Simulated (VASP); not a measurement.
Here is a VASP 6.6.1 calculation.

The input INCAR:

```
SYSTEM = Sr3Ag
PREC = Accurate
ENCUT = 520
EDIFF = 1E-6
ISMEAR = 1
SIGMA = 0.15
LREAL = .FALSE.
LASPH = .TRUE.
NELM = 100
ALGO = Normal
ISIF = 2
LWAVE = .FALSE.
LCHARG = .FALSE.
GGA = CA
NBANDS = 28
```

KPOINTS

```
Automatic mesh
0
G
  4 4 4
  0 0 0
```

The input POSCAR:

```
Sr3Ag
1.0
    5.4908750000      0.0000000000      0.0000000000
    0.0000000000      5.4908750000      0.0000000000
    0.0000000000      0.0000000000      5.4908750000
Sr Ag
3 1
Direct
    0.0000000000      0.5000000000      0.5000000000
    0.5000000000      0.0000000000      0.5000000000
    0.5000000000      0.5000000000      0.0000000000
    0.0000000000      0.0000000000      0.0000000000
```

Potentials or basis: VASP PAW LDA potentials, release 64 (Sr_sv, Ag).

Run with:

```sh
$ cat potpaw_LDA.64/Sr_sv/POTCAR potpaw_LDA.64/Ag/POTCAR > POTCAR
$ mpirun -np 1 vasp_std > vasp.out
```

Task: Estimate the pressure.

Result: -2.3 GPa.

Task: What does it give for the band gap on the k mesh?

Result: None (metal or under the smearing width).
